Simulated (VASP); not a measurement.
A convergence study with VASP on Ta2C (space group C2): a few settings are varied, all else stays as given below, so the limit is that of these other settings. The cell's lengths are 1 % over those of the tabulated start and one atom is moved, so it is off equilibrium.

```
CELL_PARAMETERS angstrom
      3.14604     0.00000     0.00000
     -1.57302     2.72455     0.00000
      0.00000     0.00000     4.98869
ATOMIC_POSITIONS crystal
  Ta 0.33333 0.66667 0.25390
  Ta 0.66667 0.33333 0.74610
  C  0.01926 0.00000 0.00000
```

Level of theory: PBEsol GGA, VASP's PBE PAW potentials (set 64) (plane waves; VASP). The last row used: 900 eV cut-off, 10×10×5 Γ-centred mesh, first-order Methfessel-Paxton smearing of 0.10 eV, potentials Ta_pv C_h.

Energies of different potentials or hybrids have different zeros.

```tsv
setting	E (eV/atom)	pressure (GPa)	largest force (eV/Å)	plane waves
ENCUT = 300, POTCAR Ta_pv C	-12.2029	-16.05	0.973	537
ENCUT = 400, POTCAR Ta_pv C	-12.2008	-12.38	0.985	787
ENCUT = 520, POTCAR Ta_pv C	-12.1991	-11.79	0.984	1168
ENCUT = 700, POTCAR Ta_pv C	-12.2003	-11.83	0.984	1822
ENCUT = 900, POTCAR Ta_pv C	-12.2010	-11.77	0.985	2653
ENCUT = 300, POTCAR Ta C	-12.2326	-16.73	0.999	537
ENCUT = 400, POTCAR Ta C	-12.2291	-13.28	1.009	787
ENCUT = 520, POTCAR Ta C	-12.2276	-12.72	1.010	1168
ENCUT = 700, POTCAR Ta C	-12.2285	-12.78	1.009	1822
ENCUT = 900, POTCAR Ta C	-12.2289	-12.73	1.009	2653
ENCUT = 300, POTCAR Ta_pv C_s	-12.1966	-12.52	0.986	537
ENCUT = 400, POTCAR Ta_pv C_s	-12.1979	-11.87	0.986	787
ENCUT = 520, POTCAR Ta_pv C_s	-12.1989	-11.80	0.986	1168
ENCUT = 700, POTCAR Ta_pv C_s	-12.1994	-11.74	0.986	1822
ENCUT = 900, POTCAR Ta_pv C_s	-12.1994	-11.73	0.986	2653
ENCUT = 300, POTCAR Ta_pv C_h	-12.0397	-26.86	0.993	537
ENCUT = 400, POTCAR Ta_pv C_h	-12.1104	-20.96	1.005	787
ENCUT = 520, POTCAR Ta_pv C_h	-12.1740	-15.76	0.995	1168
ENCUT = 700, POTCAR Ta_pv C_h	-12.1988	-12.55	0.985	1822
ENCUT = 900, POTCAR Ta_pv C_h	-12.2014	-11.86	0.983	2653
```

Left out are rungs that failed or repeat a setting and relaxations that didn't move; long series are thinned to 24 rows.

The structure comes from a computed database's Ta2C entry (space group no. 164); how it stands against other phases isn't given here. The cell was not relaxed at this level, it is distorted from the ideal structure.
